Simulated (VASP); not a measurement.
All values below come from PBEsol GGA, VASP's PBE PAW potentials (set 64) (plane waves; VASP).

The input files of a VASP run:

### POSCAR
```
GaAs
1
   -0.0000000000     2.6911975733     2.6911975733
    2.6911975733     0.0000000000     2.6911975733
    2.6911975733     2.6911975733     0.0000000000
Ga As
1 1
Direct
  0.0000000000   0.0000000000   0.0000000000
  0.2500000000   0.2500000000   0.2500000000
```

### KPOINTS
```
Automatic mesh
0
Gamma
8 8 8
0 0 0
```

INCAR:
```
# general
SYSTEM  = GaAs
PREC    = Accurate
ENCUT   = 480
LREAL   = .False.   # projection in real space or not
LASPH   = .True.   # aspherical one-centre terms

# electronic loop
EDIFF   = 1E-7   # SCF stop (eV)
NELM    = 100   # most electronic steps
ALGO    = Normal   # blocked Davidson
LMAXMIX = 4   # l cut-off of mixed one-centre charges

# smearing
ISMEAR  = 0   # Gaussian
SIGMA   = 0.05

# functional
GGA     = PS

# ions
IBRION  = 2   # conjugate gradients
NSW     = 40   # most ionic steps
ISIF    = 3
EDIFFG  = -0.01
PSTRESS = 150   # kbar

# output
LWAVE   = .False.
LCHARG  = .False.
```

POTCAR, in this order: Ga_d As (PBE.64 set). Program: vasp_std.

The run wrote:

File OUTCAR:
```
 ion  position               nearest neighbor table
   1  0.000  0.000  0.000-   2 2.33   2 2.33   2 2.33   2 2.33
   2  0.250  0.250  0.250-   1 2.33   1 2.33   1 2.33   1 2.33
  LATTYP: Found a face centered cubic cell.
 ALAT       =     5.3823951466
 Subroutine PRICEL returns:
 Original cell was already a primitive cell.
 Subroutine GETGRP returns: Found 24 space group operations
The static configuration has the point symmetry T_d .
The dynamic configuration has the point symmetry T_d .
 Subroutine INISYM returns: Found 24 space group operations
 Subroutine IBZKPT returns following result:
 Found     29 irreducible k-points:

 Following reciprocal coordinates:
            Coordinates               Weight
  0.000000  0.000000  0.000000      1.000000
  0.125000  0.000000  0.000000      8.000000
  0.250000  0.000000  0.000000      8.000000
  0.375000  0.000000  0.000000      8.000000
  0.500000  0.000000  0.000000      4.000000
  0.125000  0.125000  0.000000      6.000000
  0.250000  0.125000  0.000000     24.000000
  0.375000  0.125000  0.000000     24.000000
  0.500000  0.125000  0.000000     24.000000
 -0.375000  0.125000  0.000000     24.000000
 -0.250000  0.125000  0.000000     24.000000
 -0.125000  0.125000  0.000000     12.000000
  0.250000  0.250000  0.000000      6.000000
  0.375000  0.250000  0.000000     24.000000
  0.500000  0.250000  0.000000     24.000000
 -0.375000  0.250000  0.000000     24.000000
 -0.250000  0.250000  0.000000     12.000000
  0.375000  0.375000  0.000000      6.000000
  0.500000  0.375000  0.000000     24.000000
 -0.375000  0.375000  0.000000     12.000000
  0.500000  0.500000  0.000000      3.000000
  0.375000  0.250000  0.125000     24.000000
  0.500000  0.250000  0.125000     48.000000
 -0.375000  0.250000  0.125000     24.000000
  0.500000  0.375000  0.125000     24.000000
 -0.375000  0.375000  0.125000     48.000000
 -0.250000  0.375000  0.125000     24.000000
 -0.375000  0.500000  0.125000     12.000000
 -0.250000  0.500000  0.250000      6.000000
   k-points           NKPTS =     29   k-points in BZ     NKDIM =     29   number of bands    NBANDS=     13
   number of dos      NEDOS =    301   number of ions     NIONS =      2
   total plane-waves  NPLWV =  21952
   dimension x,y,z NGX =    28 NGY =   28 NGZ =   28
   dimension x,y,z NGXF=    56 NGYF=   56 NGZF=   56
   ions per type =               1   1
   PREC   = accura    normal or accurate (medium, high low for compatibility)
   ISTART =      0    job   : 0-new  1-cont  2-samecut
   ICHARG =      2    charge: 1-file 2-atom 10-const
   ISPIN  =      1    spin polarized calculation?
   LNONCOLLINEAR =      F non collinear calculations
   LSORBIT =      F    spin-orbit coupling
   INIWAV =      1    electr: 0-lowe 1-rand  2-diag
   ENCUT  =  480.0 eV  35.28 Ry    5.94 a.u.   6.80  6.80  6.80*2*pi/ulx,y,z
   NELM   =    100;   NELMIN=  2; NELMDL= -5     # of ELM steps
   EDIFF  = 0.1E-06   stopping-criterion for ELM
   LREAL  =      F    real-space projection
   NLSPLINE    = F    spline interpolate recip. space projectors
   LMAXMIX     =    4 max onsite mixed and CHGCAR
   VOSKOWN=      0    Vosko Wilk Nusair interpolation
   EDIFFG = -.1E-01   stopping-criterion for IOM
   NSW    =     40    number of steps for IOM
   NBLOCK =      1;   KBLOCK =     40    inner block; outer block
   IBRION =      2    ionic relax: 0-MD 1-quasi-New 2-CG
   NFREE  =      1    steps in history (QN), initial steepest desc. (CG)
   ISIF   =      3    stress and relaxation
   ISYM   =      2    0-nonsym 1-usesym 2-fastsym
   TEIN   =    0.0    initial temperature
   TEBEG  =    0.0;   TEEND  =   0.0 temperature during run
   SMASS  =  -3.00    Nose mass-parameter (am)
...
```

OSZICAR:
```
       N       E                     dE             d eps       ncg     rms          rms(c)
DAV:   1     0.783391925769E+02    0.78339E+02   -0.90041E+03   762   0.191E+03
DAV:   2    -0.321812545999E+01   -0.81557E+02   -0.78705E+02   819   0.327E+02
DAV:   3    -0.899227301371E+01   -0.57741E+01   -0.57434E+01   924   0.740E+01
DAV:   4    -0.907756648675E+01   -0.85293E-01   -0.85264E-01   845   0.100E+01
DAV:   5    -0.907896258364E+01   -0.13961E-02   -0.13960E-02   934   0.114E+00    0.350E+00
DAV:   6    -0.887617683221E+01    0.20279E+00   -0.29043E-01  1201   0.135E+01    0.210E+00
DAV:   7    -0.882777591713E+01    0.48401E-01   -0.98784E-02  1087   0.328E+00    0.561E-01
DAV:   8    -0.882593256930E+01    0.18433E-02   -0.12108E-02   904   0.163E+00    0.169E-01
DAV:   9    -0.882604533856E+01   -0.11277E-03   -0.91275E-04   882   0.376E-01    0.385E-02
DAV:  10    -0.882606281756E+01   -0.17479E-04   -0.74171E-05   980   0.123E-01    0.202E-02
DAV:  11    -0.882607808987E+01   -0.15272E-04   -0.19623E-05   839   0.536E-02    0.362E-03
DAV:  12    -0.882607810607E+01   -0.16204E-07   -0.90811E-07   930   0.170E-02
   1 F= -.51764600E+01 E0= -.51764600E+01  d E =-.517646E+01
```

File OUTCAR:
```
------------------------ aborting loop because EDIFF is reached ----------------------------------------
  FORCE on cell =-STRESS in cart. coord.  units (eV):
  Direction    XX          YY          ZZ          XY          YZ          ZX
  --------------------------------------------------------------------------------------
  Total        3.6441002      3.6441002      3.6441002      0.0000000      0.0000000     -0.0000000
  in kB      149.7732122    149.7732122    149.7732122      0.0000000      0.0000000     -0.0000000
  external PRESSURE =      -0.2267878 kB  Pullay stress =     150.0000000 kB
  volume of cell :       38.98
      direct lattice vectors                 reciprocal lattice vectors
     0.000000000  2.691197573  2.691197573    -0.185790893  0.185790893  0.185790893
     2.691197573  0.000000000  2.691197573     0.185790893 -0.185790893  0.185790893
     2.691197573  2.691197573  0.000000000     0.185790893  0.185790893 -0.185790893
  FREE ENERGIE OF THE ION-ELECTRON SYSTEM (eV)
  ---------------------------------------------------
  free  energy   TOTEN  =        -8.8260781061 eV

  energy  without entropy=       -8.8260781061  energy(sigma->0) =       -8.82607811
  enthalpy is  TOTEN    =        -5.1764600224 eV   P V=        3.6496180837

 reached required accuracy - stopping structural energy minimisation
```
(Selected blocks of OUTCAR.)

The compound is GaAs in the zinc blende structure. It was relaxed first under an external pressure of 15 GPa.
